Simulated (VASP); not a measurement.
VASP ran on this input.

INCAR:
```
SYSTEM = ZrO2
PREC = Accurate
ENCUT = 400
EDIFF = 1E-6
NELM = 100
ALGO = Normal
LREAL = .FALSE.
LASPH = .TRUE.
ISMEAR = -1
SIGMA = 0.05
GGA = PE
LMAXMIX = 4
LWAVE = .FALSE.
LCHARG = .FALSE.
ISIF = 2
```

File POSCAR:
```
ZrO2
5.1086350
  1.0000000000   0.0000000000   0.0000000000
  0.0000000000   1.0143811410   0.0000000000
 -0.1695511619   0.0000000000   1.0200973450
Zr O
4 8
Cartesian
  0.5896767616   0.9716249759   0.8062849415
  0.2407720765   0.0427561651   0.2138124035
  0.1559964955   0.4644344054   0.7238610760
  0.6744523426   0.5499467356   0.2962362690
 -0.0738623570   0.1686814399   0.8607887426
  0.9043111950   0.8456997010   0.1593086024
  0.8195356141   0.6758720104   0.6693572749
  0.0109132240   0.3385091305   0.3507400701
  0.5470716051   0.2611219933   0.0218300832
  0.2833772330   0.7532591476   0.9982672618
  0.3681528139   0.7683125638   0.4882185893
  0.4622960242   0.2460685772   0.5318787557
```

**KPOINTS**
```
K-points
0
gamma
 1 1 1
0 0 0
```

POTCAR, in this order: Zr_sv O (PBE.64 set). Program: vasp_std.

Task: Translate this PBE calculation to Quantum ESPRESSO's pw.x.

Result: One equivalent input (not run):
```
&CONTROL
  calculation = 'scf'
  pseudo_dir = './pseudo'
  outdir = './out'
  tprnfor = .true.
  tstress = .true.
/
&SYSTEM
  ibrav = 0
  nat = 12
  ntyp = 2
  ecutwfc = 84
  occupations = 'smearing'
  smearing = 'fermi-dirac'
  degauss = 0.003675
  input_dft = 'pbe'
/
&ELECTRONS
  conv_thr = 7.3e-08
  electron_maxstep = 100
/
ATOMIC_SPECIES
  Zr 91.224 Zr.upf
  O 15.999 O.upf
CELL_PARAMETERS angstrom
     5.1086350    0.0000000    0.0000000
     0.0000000    5.1821030    0.0000000
    -0.8661750    0.0000000    5.2113050
ATOMIC_POSITIONS crystal
  Zr   0.7236900  0.9578500  0.7904000
  Zr   0.2763100  0.0421500  0.2096000
  Zr   0.2763100  0.4578500  0.7096000
  Zr   0.7236900  0.5421500  0.2904000
  O    0.0692100  0.1662900  0.8438300
  O    0.9307900  0.8337100  0.1561700
  O    0.9307900  0.6662900  0.6561700
  O    0.0692100  0.3337100  0.3438300
  O    0.5507000  0.2574200  0.0214000
  O    0.4493000  0.7425800  0.9786000
  O    0.4493000  0.7574200  0.4786000
  O    0.5507000  0.2425800  0.5214000
K_POINTS automatic
  1 1 1 0 0 0
```
Limits of the translation: the potentials are each code's own (VASP's PAW set, PseudoDojo norm-conserving files in pw.x), so ENCUT and ecutwfc are chosen apart and not converted; conv_thr bounds pw.x's estimated SCF error, while EDIFF bounds the energy change between steps.

The structure comes from a computed database's ZrO2 entry, a phase known from measurement. The cell was not relaxed at this level. The k-mesh is coarse (spacing up to 1.25 per Å, 2π included), so the numbers may not be converged in it. The run is one of a series of settings (KPOINTS 1×1×1 Γ-centred mesh against the base run), some of them coarse on purpose.
